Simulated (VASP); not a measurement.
Level of theory: PBEsol GGA, VASP's PBE PAW potentials (set 64) (plane waves; VASP 6.6.1).

A VASP calculation is set up with these files.

### INCAR
```
PREC  =  Accurate
LREAL  =  F
ISIF  =  2
LMAXMIX  =  6   ! l cut-off of mixed one-centre charges
SYSTEM  =  Au3Pd
ALGO  =  Normal   ! blocked Davidson
GGA  =  PS
NEDOS  =  601   ! DOS grid
NELM  =  100
LASPH  =  T
LEFG  =  T
EDIFF  =  1E-7
LCHARG  =  T
LORBIT  =  11
LWAVE  =  F
ENCUT  =  400   ! plane-wave cut-off (eV)
ISMEAR  =  -5   ! tetrahedra, Bloechl
```

### POSCAR
```
Au3Pd
8.0619850
  0.0018982700   0.5000000122   0.4981070144
  0.5000000122   0.0018982700   0.4981070144
  0.2509491411   0.2509491411   0.0000000000
Pd Au
1 3
Cartesian
  0.0000000000   0.0000000000   0.0000000000
  0.2500000061   0.0009491350   0.2490535072
  0.0009491350   0.2500000061   0.2490535072
  0.2509491411   0.2509491411   0.4981070144
```

**KPOINTS**
```
Automatic mesh
0
Gamma
8 8 15
0 0 0
```

POTCAR, in this order: Pd Au (PBE.64 set). Program: vasp_std.

The run wrote:

OSZICAR:
```
       N       E                     dE             d eps       ncg     rms          rms(c)
DAV:   1     0.241321301879E+03    0.24132E+03   -0.18822E+04 13714   0.132E+03
DAV:   2    -0.137652881742E+02   -0.25509E+03   -0.24923E+03 15985   0.317E+02
DAV:   3    -0.197163263697E+02   -0.59510E+01   -0.58793E+01 14643   0.495E+01
DAV:   4    -0.197796162178E+02   -0.63290E-01   -0.63141E-01 14933   0.508E+00
DAV:   5    -0.197805020329E+02   -0.88582E-03   -0.88389E-03 14989   0.608E-01    0.188E+01
DAV:   6    -0.184539228087E+02    0.13266E+01   -0.11589E+01 15142   0.365E+01    0.149E+01
DAV:   7    -0.181922396891E+02    0.26168E+00   -0.91965E+00 14210   0.207E+01    0.782E+00
DAV:   8    -0.179799557325E+02    0.21228E+00   -0.11224E+00 14464   0.119E+01    0.371E+00
DAV:   9    -0.179811044850E+02   -0.11488E-02   -0.75413E-02 15347   0.202E+00    0.707E-01
DAV:  10    -0.179747961689E+02    0.63083E-02   -0.50660E-02 14798   0.189E+00    0.104E-01
DAV:  11    -0.179748884829E+02   -0.92314E-04   -0.76252E-04 14008   0.218E-01    0.643E-02
DAV:  12    -0.179748549818E+02    0.33501E-04   -0.15820E-04 14757   0.109E-01    0.112E-02
DAV:  13    -0.179748516763E+02    0.33055E-05   -0.73273E-06 14160   0.226E-02    0.289E-03
DAV:  14    -0.179748529101E+02   -0.12338E-05   -0.54584E-07 11367   0.744E-03    0.123E-03
DAV:  15    -0.179748526448E+02    0.26533E-06   -0.20178E-07  7165   0.402E-03    0.366E-04
DAV:  16    -0.179748526370E+02    0.78317E-08   -0.11721E-08  6981   0.931E-04
   1 F= -.17974853E+02 E0= -.17974853E+02  d E =0.000000E+00
```

OUTCAR:
```
------------------------ aborting loop because EDIFF is reached ----------------------------------------
  FORCE on cell =-STRESS in cart. coord.  units (eV):
  Direction    XX          YY          ZZ          XY          YZ          ZX
  --------------------------------------------------------------------------------------
  Total        0.1827006      0.1827006     -0.3197776      0.1062394      0.0000000      0.0000000
  in kB        4.4860925      4.4860925     -7.8519271      2.6086370      0.0000000      0.0000000
  external PRESSURE =       0.3734193 kB  Pullay stress =       0.0000000 kB
  volume of cell :       65.25
      direct lattice vectors                 reciprocal lattice vectors
     0.015303824  4.030992598  4.015731279    -0.124511641  0.124511641  0.124510323
     4.030992598  0.015303824  4.015731279     0.124511641 -0.124511641  0.124510323
     2.023148211  2.023148211  0.000000000     0.247139580  0.247139580 -0.249020647
 POSITION                                       TOTAL-FORCE (eV/Angst)
 -----------------------------------------------------------------------------------
      0.00000      0.00000      0.00000         0.000000     -0.000000     -0.000000
      2.01550      0.00765      2.00787         0.000000     -0.000000     -0.000000
      0.00765      2.01550      2.00787         0.000000     -0.000000     -0.000000
      2.02315      2.02315      4.01573        -0.000000      0.000000      0.000000
 -----------------------------------------------------------------------------------
    total drift:                               -0.000000     -0.000000      0.000000
  FREE ENERGIE OF THE ION-ELECTRON SYSTEM (eV)
  ---------------------------------------------------
  free  energy   TOTEN  =       -17.9748526370 eV

  energy  without entropy=      -17.9748526370  energy(sigma->0) =      -17.97485264

 total charge

# of ion       s       p       d       tot
------------------------------------------
    1        0.402   0.408   8.566   9.377
    2        0.559   0.379   8.733   9.671
    3        0.559   0.379   8.733   9.671
    4        0.546   0.383   8.746   9.675
--------------------------------------------------
tot          2.067   1.549  34.778  38.394
```
(Selected blocks of OUTCAR.)

For a metal the tetrahedron method with Blöchl corrections gives inexact stress and forces.

The structure was generated: Au3Pd was put into an ordered model structure (Cmmm), which need not be its known phase. It was relaxed first. The electron count is odd and the run is not spin-polarised, which forces a metal.
